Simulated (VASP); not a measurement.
Fe:

```xyz
1
Lattice="-1.4296 1.4296 1.4296 1.4296 -1.4296 1.4296 1.4296 1.4296 -1.4296" Properties=species:S:1:pos:R:3 pbc="T T T"
Fe    0.0000    0.0000    0.0000
```

| Property | Result |
| --- | --- |
| Program | VASP 6.6.1 |
| Task | relaxation of cell and atoms |
| Functional | PBEsol |
| Potentials or basis | VASP PAW PBE potentials, release 64 (Fe) |
| Cutoff | 600 eV |
| k mesh | 20 × 20 × 20 |
| Occupations | gaussian, width 0.1 eV |
| Spin | collinear spin, ferromagnetic start |
| Starting moments | [3.0] μB |

At the start: pressure -13.9 GPa; volume 11.69 Å³/atom.

Q: How do energy, volume and symmetry change on relaxing?

A: Over 7 steps the energy falls by 41.1 meV/atom and the volume is 10.80 Å³/atom (-7.6 %); space group Im-3m (No. 229, to 0.05 Å); moment 2.09 μB per cell.

The path:
| step | energy change (eV) | largest force (eV/Å) | pressure (GPa) | volume (Å³) |
| --- | --- | --- | --- | --- |
| 1 | 0.0000 | 0.0000 | -13.87 | 11.69 |
| 2 | 0.0016 | 0.0000 | 19.59 | 10.06 |
| 3 | -0.0411 | 0.0000 | -0.43 | 10.82 |
| 4 | -0.0411 | 0.0000 | -0.08 | 10.81 |
| 5 | -0.0411 | 0.0000 | 0.28 | 10.79 |
| 6 | -0.0411 | 0.0000 | -0.26 | 10.81 |
| 7 | -0.0411 | 0.0000 | 0.01 | 10.80 |

Final structure:
```
Fe
1.0
    -1.39252    1.39252    1.39252
     1.39252   -1.39252    1.39252
     1.39252    1.39252   -1.39252
Fe
1
Direct
  0.00000 0.00000 0.00000
```

Caveat: the PAW data sets were made with another functional, which shifts forces and pressure a little.
